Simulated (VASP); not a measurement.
Calculation: vdW-DF-cx, VASP's PBE PAW potentials (set 64) (plane waves; VASP).

Input for VASP

**INCAR**
```
! general
SYSTEM    =  TiAl
PREC      =  Accurate
ENCUT     =  520
LREAL     =  .FALSE.
LASPH     =  .TRUE.
ICHARG    =  11

! electronic loop
EDIFF     =  1E-7
NELM      =  100
ALGO      =  Normal
LMAXMIX   =  4

! smearing
ISMEAR    =  0
SIGMA     =  0.05

! functional
GGA       =  CX
LUSE_VDW  =  .TRUE.
AGGAC     =  0.0

! output
LWAVE     =  .FALSE.
LCHARG    =  .FALSE.
LORBIT    =  11
```

POSCAR:
```
TiAl
1
    2.8072152887     0.0000000000     0.0000000000
    0.0000000000     2.8072152887     0.0000000000
    0.0000000000     0.0000000000     4.0395400996
Ti Al
1 1
Direct
  0.0000000000   0.0000000000   0.0000000000
  0.5000000000   0.5000000000   0.5000000000
```

KPOINTS:
```
k-points along high-symmetry lines
10
Line-mode
Reciprocal
  0.000000   0.000000   0.000000 ! GAMMA
  0.000000   0.500000   0.000000 ! X

  0.000000   0.500000   0.000000 ! X
  0.500000   0.500000   0.000000 ! M

  0.500000   0.500000   0.000000 ! M
  0.000000   0.000000   0.000000 ! GAMMA

  0.000000   0.000000   0.000000 ! GAMMA
  0.000000   0.000000   0.500000 ! Z

  0.000000   0.000000   0.500000 ! Z
  0.000000   0.500000   0.500000 ! R

  0.000000   0.500000   0.500000 ! R
  0.500000   0.500000   0.500000 ! A

  0.500000   0.500000   0.500000 ! A
  0.000000   0.000000   0.500000 ! Z

  0.000000   0.500000   0.000000 ! X
  0.000000   0.500000   0.500000 ! R

  0.500000   0.500000   0.000000 ! M
  0.500000   0.500000   0.500000 ! A
```

POTCAR, in this order: Ti_sv Al (PBE.64 set). Program: vasp_std. Read from the step before: CHGCAR.

Output of the run:

File OSZICAR:
```
       N       E                     dE             d eps       ncg     rms          rms(c)
DAV:   1     0.967896915916E+02    0.96790E+02   -0.77267E+03  1980   0.141E+03
DAV:   2    -0.230358066638E+01   -0.99093E+02   -0.95938E+02  2073   0.337E+02
DAV:   3    -0.854179682782E+01   -0.62382E+01   -0.59494E+01  3077   0.810E+01
DAV:   4    -0.875779266615E+01   -0.21600E+00   -0.21146E+00  2471   0.125E+01
DAV:   5    -0.876646652386E+01   -0.86739E-02   -0.86709E-02  2821   0.220E+00
DAV:   6    -0.876664939122E+01   -0.18287E-03   -0.18286E-03  2501   0.258E-01
DAV:   7    -0.876665482672E+01   -0.54355E-05   -0.54357E-05  2878   0.373E-02
DAV:   8    -0.876665493856E+01   -0.11184E-06   -0.11181E-06  2459   0.415E-03
DAV:   9    -0.876665494102E+01   -0.24577E-08   -0.24730E-08  1674   0.633E-04
   1 F= -.87666549E+01 E0= -.87643931E+01  d E =-.452369E-02
```

File OUTCAR:
```
 val. band max:        8.2188038357   @ k =   0.5000   0.5000   0.0000

 cond. band min:       8.2605974668   @ k =   0.0556   0.5000   0.0000



 k-point     1 :       0.0000    0.0000    0.0000
  band No.  band energies     occupation
      1     -47.9062      2.00000
      2     -24.4425      2.00000
      3     -23.9718      2.00000
      4     -23.9718      2.00000
      5      -0.6277      2.00000
      6       6.5694      2.00000
      7       7.5756      2.00000
      8       8.1413      1.97807
      9      10.6412      0.00000
     10      10.6412      0.00000
     11      11.8240      0.00000

 k-point     2 :       0.0000    0.0556    0.0000
  band No.  band energies     occupation
      1     -47.9043      2.00000
      2     -24.4407      2.00000
      3     -23.9875      2.00000
      4     -23.9705      2.00000
      5      -0.5661      2.00000
      6       6.6201      2.00000
      7       7.6003      2.00000
      8       8.0817      1.99993
      9      10.6518      0.00000
     10      10.7134      0.00000
     11      11.7614      0.00000

 k-point     3 :       0.0000    0.1111    0.0000
  band No.  band energies     occupation
      1     -47.8989      2.00000
      2     -24.4354      2.00000
      3     -24.0327      2.00000
      4     -23.9666      2.00000
      5      -0.3825      2.00000
      6       6.7638      2.00000
      7       7.6630      2.00000
      8       7.9216      2.00000
      9      10.6823      0.00000
     10      10.9153      0.00000
     11      11.5891      0.00000

 k-point     4 :       0.0000    0.1667    0.0000
  band No.  band energies     occupation
      1     -47.8905      2.00000
      2     -24.4271      2.00000
      3     -24.1014      2.00000
      4     -23.9607      2.00000
      5      -0.0798      2.00000
      6       6.9759      2.00000
      7       7.7003      2.00000
      8       7.7203      2.00000
      9      10.7296      0.00000
     10      11.2183      0.00000
...
```

The density is held fixed in this step, so its total energy and stress have no physical meaning.

The compound is TiAl in the L1_0 structure. It was relaxed first. The electron count is odd and the run is not spin-polarised, which forces a metal.
